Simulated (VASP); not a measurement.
Here is a VASP 6.6.1 calculation.

Contents of INCAR:

```
ALGO = Fast ; EDIFF = 1E-6
ENCUT = 520 ; GGA = CA
ISIF = 2 ; ISMEAR = 0
LASPH = True ; LCHARG = False
LREAL = False ; LWAVE = False
NBANDS = 28 ; NELM = 100
PREC = Accurate ; SIGMA = 0.05
```

KPOINTS

```
k-points
0
Gamma
  4 4 4
```

File POSCAR:

```
Cs3TeCl
1.0
    6.9600000000      0.0000000000      0.0000000000
    0.0000000000      6.9600000000      0.0000000000
    0.0000000000      0.0000000000      6.9600000000
Te Cl Cs
1 1 3
Direct
    0.0000000000      0.0000000000      0.0000000000
    0.5000000000      0.5000000000      0.5000000000
    0.5000000000      0.5000000000      0.0000000000
    0.5000000000      0.0000000000      0.5000000000
    0.0000000000      0.5000000000      0.5000000000
```

Potentials or basis: VASP PAW LDA potentials, release 64 (Te, Cl, Cs_sv).

Run with:

```sh
$ cat potpaw_LDA.64/Te/POTCAR potpaw_LDA.64/Cl/POTCAR potpaw_LDA.64/Cs_sv/POTCAR > POTCAR
$ mpirun -np 1 vasp_std > vasp.out
```

Task: Estimate the band gap on the k mesh.

Result: 0.75 eV, direct.

Task: What does it give for the pressure?

Result: -2.3 GPa.

Caveat: spin-orbit coupling is left out, which moves the levels of the heavy elements. Expect the measured gap to be larger: semilocal functionals such as LDA lack the derivative discontinuity.
